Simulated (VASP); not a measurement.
All values below come from PBE GGA, VASP's PBE PAW potentials (set 64) (plane waves; VASP).

The input files of a VASP run:

INCAR:
```
# general
SYSTEM   =  CsSnI3
PREC     =  Accurate
ENCUT    =  500
LREAL    =  .False.   # projection in real space or not
LASPH    =  .True.   # aspherical one-centre terms

# electronic loop
EDIFF    =  1E-6
NELM     =  100   # most electronic steps
ALGO     =  Normal
LMAXMIX  =  4

# smearing
ISMEAR   =  1
SIGMA    =  0.1   # width (eV)

# functional
GGA      =  PE

# ions
IBRION   =  2   # conjugate gradients
NSW      =  40   # most ionic steps
ISIF     =  3   # ions, shape and volume
EDIFFG   =  -0.02
PSTRESS  =  450   # kbar

# output
LWAVE    =  .False.
LCHARG   =  .False.
```

**POSCAR**
```
CsSnI3
1
    5.2349532726     0.0000000000     0.0000000000
    0.0000000000     5.2349532726     0.0000000000
    0.0000000000     0.0000000000     5.2349532726
Cs Sn I
1 1 3
Direct
  0.0000000000   0.0000000000   0.0000000000
  0.5000000000   0.5000000000   0.5000000000
  0.5000000000   0.0000000000   0.5000000000
  0.0000000000   0.5000000000   0.5000000000
  0.5000000000   0.5000000000   0.0000000000
```

### KPOINTS
```
Automatic mesh
0
Gamma
6 6 6
0 0 0
```

POTCAR, in this order: Cs_sv Sn_d I (PBE.64 set). Program: vasp_std.

Question: What will the output report for the number of irreducible k-points (NKPTS), largest plane-wave count, number of space-group operations, FFT grid (NGX, NGY, NGZ)?

Answer: 
| Property | Result |
|---|---|
| number of irreducible k-points (NKPTS) | 20 |
| largest plane-wave count | 3743 |
| number of space-group operations | 48 |
| FFT grid (NGX, NGY, NGZ) | 40 × 40 × 40 |

The compound is CsSnI3 in the cubic perovskite structure, the ideal cubic form; the compound distorts at low or room temperature. This run relaxes it under an external pressure of 45 GPa. Symmetry was kept, so distortions that lower it aren't found. VASP warned that the highest band is occupied, so more bands are needed.
